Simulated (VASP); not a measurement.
# NiRu (P4/mmm) in VASP: a series of runs, part 2 of 2

VASP 6.6.1.

## (4) Relaxation of cell and atoms, PBE

INCAR

```
PREC = Accurate
ENCUT = 600
EDIFF = 1E-6
ISMEAR = 0
SIGMA = 0.1
LREAL = False
LASPH = True
NELM = 100
ALGO = Fast
ISIF = 3
LWAVE = False
LCHARG = False
GGA = PE
IBRION = 2
NSW = 100
EDIFFG = -0.01
```

KPOINTS

```
Automatic mesh
0
Gamma
  16 16 12
```

POSCAR

```
NiRu
1.0
    2.6217962034      0.0000000000      0.0000000000
    0.0000000000      2.6217962034      0.0000000000
    0.0000000000      0.0000000000      3.5656428367
Ni Ru
1 1
Direct
    0.0000000000      0.0000000000      0.0000000000
    0.5000000000      0.5000000000      0.5000000000
```

Potentials or basis: VASP PAW PBE potentials, release 64 (Ni, Ru_pv).

Run with:

```
> cat potpaw_PBE.64/Ni/POTCAR potpaw_PBE.64/Ru_pv/POTCAR > POTCAR
> mpirun -np 1 vasp_std > vasp.out
```

OUTCAR:

```text
PREC = Accurate
   ENCUT = 600
   EDIFF = 1E-6
   ISMEAR = 0
   LREAL = False
   LASPH = True
   NELM = 100
   ISIF = 3
   GGA = PE
   IBRION = 2
   NSW = 100
   EDIFFG = -0.01

 ion  position               nearest neighbor table
   1  0.000  0.000  0.000-   2 2.57   2 2.57   2 2.57   2 2.57   2 2.57   2 2.57   2 2.57   2 2.57

   2  0.500  0.500  0.500-   1 2.57   1 2.57   1 2.57   1 2.57   1 2.57   1 2.57   1 2.57   1 2.57

  LATTYP: Found a simple tetragonal cell.
 ALAT       =     2.6217962034
 C/A-ratio  =     1.3600000000

  Lattice vectors:

 A1 = (   2.6217962034,   0.0000000000,   0.0000000000)
 A2 = (   0.0000000000,   2.6217962034,   0.0000000000)
 A3 = (   0.0000000000,   0.0000000000,   3.5656428367)

Analysis of symmetry for initial positions (statically):
=====================================================================
 Subroutine PRICEL returns:
 Original cell was already a primitive cell.

 Routine SETGRP: Setting up the symmetry group for a
 simple tetragonal supercell.

 Subroutine GETGRP returns: Found 16 space group operations
 (whereof 16 operations were pure point group operations)
 out of a pool of 16 trial point group operations.

The static configuration has the point symmetry D_4h.

Analysis of symmetry for dynamics (positions and initial velocities):
=====================================================================
 Subroutine PRICEL returns:
 Original cell was already a primitive cell.

 Routine SETGRP: Setting up the symmetry group for a
 simple tetragonal supercell.

 Subroutine GETGRP returns: Found 16 space group operations
 (whereof 16 operations were pure point group operations)
 out of a pool of 16 trial point group operations.

The dynamic configuration has the point symmetry D_4h.

 Subroutine INISYM returns: Found 16 space group operations
 (whereof 16 operations are pure point group operations),
 and found     1 'primitive' translations

----------------------------------------------------------------------------------------

                                     Primitive cell

  volume of cell :      24.5096

  direct lattice vectors                    reciprocal lattice vectors
     2.621796203  0.000000000  0.000000000     0.381417899  0.000000000  0.000000000
     0.000000000  2.621796203  0.000000000     0.000000000  0.381417899  0.000000000
     0.000000000  0.000000000  3.565642837     0.000000000  0.000000000  0.280454338

  length of vectors
     2.621796203  2.621796203  3.565642837     0.381417899  0.381417899  0.280454338

  position of ions in fractional coordinates (direct lattice)
     0.000000000  0.000000000  0.000000000
     0.500000000  0.500000000  0.500000000

  ion indices of the primitive-cell ions
   primitive index   ion index
                 1           1
                 2           2

----------------------------------------------------------------------------------------

 KPOINTS: Automatic mesh

Automatic generation of k-mesh.
[... 49 lines left out ...]
   number of dos      NEDOS =    301   number of ions     NIONS =      2
   total plane-waves  NPLWV =  16128
   dimension x,y,z NGX =    24 NGY =   24 NGZ =   28
   dimension x,y,z NGXF=    48 NGYF=   48 NGZF=   56
   ions per type =               1   1
   NGX,Y,Z   is equivalent  to a cutoff of  15.22, 15.22, 13.05 a.u.
   NGXF,Y,Z  is equivalent  to a cutoff of  30.44, 30.44, 26.11 a.u.
 SYSTEM =  unknown system
   PREC   = accura    normal or accurate (medium, high low for compatibility)
   ISTART =      0    job   : 0-new  1-cont  2-samecut
   ICHARG =      2    charge: 1-file 2-atom 10-const
   ISPIN  =      1    spin polarized calculation?
   LNONCOLLINEAR =      F non collinear calculations
   LSORBIT =      F    spin-orbit coupling
   LASPH  =      T    aspherical Exc in radial PAW
   ENCUT  =  600.0 eV  44.10 Ry    6.64 a.u.   5.24  5.24  7.12*2*pi/ulx,y,z
   NELM   =    100;   NELMIN=  2; NELMDL= -5     # of ELM steps
   EDIFF  = 0.1E-05   stopping-criterion for ELM
   LREAL  =      F    real-space projection
   EDIFFG = -.1E-01   stopping-criterion for IOM
   NSW    =    100    number of steps for IOM
   IBRION =      2    ionic relax: 0-MD 1-quasi-New 2-CG
   NFREE  =      1    steps in history (QN), initial steepest desc. (CG)
   ISIF   =      3    stress and relaxation
   ISYM   =      2    0-nonsym 1-usesym 2-fastsym
   POTIM  = 0.5000    time-step for ionic-motion
   TEBEG  =    0.0;   TEEND  =   0.0 temperature during run
   PSTRESS=    0.0 pullay stress
   NELECT =      24.0000    total number of electrons
   NUPDOWN=      -1.0000    fix difference up-down
   EMIN   =  10.00;   EMAX   =-10.00  energy-range for DOS
   EFERMI =   0.00;   METHOD = LEGACY
   ISMEAR =     0;   SIGMA  =   0.10  broadening in eV -4-tet -1-fermi 0-gaus
   EFERMI_NEDOS =   21; number of points for ismear=-14 and -15
   IALGO  =     68    algorithm
   IMIX   =      4    mixing-type and parameters
     AMIX     =   0.40;   BMIX     =  1.00
     AMIX_MAG =   1.60;   BMIX_MAG =  1.00
  volume/ion in A,a.u.               =      12.25        82.70
  Fermi-wavevector in a.u.,A,eV,Ry     =   1.625674  3.072078 35.957675  2.642815
  Thomas-Fermi vector in A             =   2.718758
   LORBIT       =      0    0 simple, 1 ext, 2 COOP (PROOUT), +10 PAW based schemes
   GGA     = PE    functional components
   LHFCALC =     F    Hartree Fock is set to
   AEXX    =    0.0000 exact exchange contribution
   IVDW    =     0    specifies the selected vdW correction
   LEPSILON=     F    determine dielectric tensor
   LRPA    =     F    only Hartree local field effects (RPA)
 conjugate gradient relaxation of ions
 non-spin polarized calculation
 RMM-DIIS sequential band-by-band and
 Gauss-broadening in eV      SIGMA  =   0.10
  energy-cutoff  :      600.00
  volume of cell :       24.51
 maximum number of plane-waves:       840
 NGX is ok and might be reduce to    24
   NGX = 11   NGY = 11   NGZ = 15

--------------------------------------- Ionic step        1  -------------------------------------------

 number of electron      24.0000005 magnetization

 Free energy of the ion-electron system (eV)
  ---------------------------------------------------
  ext. energy  EPLUGINS =         0.00000000
  ---------------------------------------------------
  free energy    TOTEN  =       -14.37997195 eV

  energy without entropy =      -14.36590774  energy(sigma->0) =      -14.37293985

------------------------ aborting loop because EDIFF is reached ----------------------------------------

  FORCE on cell =-STRESS in cart. coord.  units (eV):
  Direction    XX          YY          ZZ          XY          YZ          ZX
  --------------------------------------------------------------------------------------
  -------------------------------------------------------------------------------------
  Total        0.1311633      0.1311633      0.9303719      0.0000000      0.0000000      0.0000000
  in kB        8.5740725      8.5740725     60.8179059      0.0000000      0.0000000      0.0000000
  external PRESSURE =      25.9886836 kB  Pullay stress =       0.0000000 kB
[... 203 lines left out ...]
--------------------------------------- Ionic step        7  -------------------------------------------

 number of electron      24.0000000 magnetization

 Free energy of the ion-electron system (eV)
  ---------------------------------------------------
  ext. energy  EPLUGINS =         0.00000000
  ---------------------------------------------------
  free energy    TOTEN  =       -14.39344673 eV

  energy without entropy =      -14.37895781  energy(sigma->0) =      -14.38620227

 E-fermi :  11.1162     XC(G=0): -13.6602

 val. band max:       11.1155676460   @ k =   0.5000   0.3750   0.4167
 cond. band min:      11.1163966032   @ k =   0.0625   0.0625   0.3333
 fundamental gap:      0.0008289572
 Fermi energy:        11.1161897777

 k-point     1 :       0.0000    0.0000    0.0000
  band No.  band energies     occupation
      1     -31.8000      2.00000
      2     -31.4414      2.00000
      3     -31.4414      2.00000
      4       2.6948      2.00000
      5       5.6084      2.00000
      6       5.9069      2.00000
[... 433 lines left out ...]
      3     -31.4853      2.00000
      4       6.9530      2.00000
      5       7.0019      2.00000
      6       7.1721      2.00000
[... 8 lines left out ...]
     15      15.6624      0.00000
     16      21.7349      0.00000

 [... further k-points ...]

------------------------ aborting loop because EDIFF is reached ----------------------------------------

  FORCE on cell =-STRESS in cart. coord.  units (eV):
  Direction    XX          YY          ZZ          XY          YZ          ZX
  --------------------------------------------------------------------------------------
  -------------------------------------------------------------------------------------
  Total        0.0116726      0.0116726      0.0140845      0.0000000      0.0000000      0.0000000
  in kB        0.7559267      0.7559267      0.9121291      0.0000000      0.0000000      0.0000000
  external PRESSURE =       0.8079942 kB  Pullay stress =       0.0000000 kB
[... 17 lines left out ...]
  FREE ENERGIE OF THE ION-ELECTRON SYSTEM (eV)
  ---------------------------------------------------
  free  energy   TOTEN  =       -14.3934467315 eV

  energy  without entropy=      -14.3789578053  energy(sigma->0) =      -14.38620227

 reached required accuracy - stopping structural energy minimisation
```

It took 3.6 min on 1 thread of Intel Xeon 6975P-C (Granite Rapids), shared host; peak memory 0.29 GiB.

Results:

```yaml
Free_energy: -14.3934 eV
Relaxed_volume: 12.37 Å³/atom
Relaxed_cell: a = 2.594 Å, b = 2.594 Å, c = 3.676 Å, α = 90.00°, β = 90.00°, γ = 90.00°
Space_group_after_relaxing_to_0.05_Å: P4/mmm (No. 123)
Energy_gained_by_relaxing: 6.7 meV/atom
Ionic_steps: 7
Pressure_after_relaxing: 0.1 GPa
Band_gap_on_the_k_mesh: none (metal or under the smearing width)
```

Step by step:
```tsv
step	energy change (eV)	largest force (eV/Å)	pressure (GPa)	volume (Å³)
1	0.0000	0.0000	2.60	24.51
2	-0.0033	0.0000	-4.71	25.22
3	-0.0061	0.0000	-1.37	24.93
4	-0.0127	0.0000	-0.42	24.80
5	-0.0135	0.0000	0.07	24.76
6	-0.0135	0.0000	0.14	24.74
7	-0.0135	0.0000	0.08	24.74
```

Final structure:
```
Ni Ru
1.0
     2.59417    0.00000    0.00000
     0.00000    2.59417    0.00000
     0.00000    0.00000    3.67622
Ni Ru
1 1
Direct
  0.00000 0.00000 0.00000
  0.50000 0.50000 0.50000
```

Spin polarisation is off, so any magnetic state and its effect on volume and gap are missing.

## (5) Summary

```csv
task,spin,cell,k mesh,cutoff (eV),mesh quality,gap on the mesh (eV),pressure (GPa)
single point,"collinear, typed start","P4/mmm, 12.25 Å³/atom",6 × 6 × 6,520,coarse,none,3.8
single point,off,"P4/mmm, 12.4 Å³/atom",16 × 16 × 12,520,not flagged,none,-0.3
relaxation of cell and atoms,off,relaxed,16 × 16 × 12,600,not flagged,none,0.1
```

Alike in all rows: level PBE; potentials or basis VASP PAW PBE potentials, release 64 (Ni, Ru_pv); smearing gaussian 0.1 eV.

Caveats: some runs use coarse meshes.

Total energies depend on the potentials used, so only differences within one code and one set of settings carry meaning.
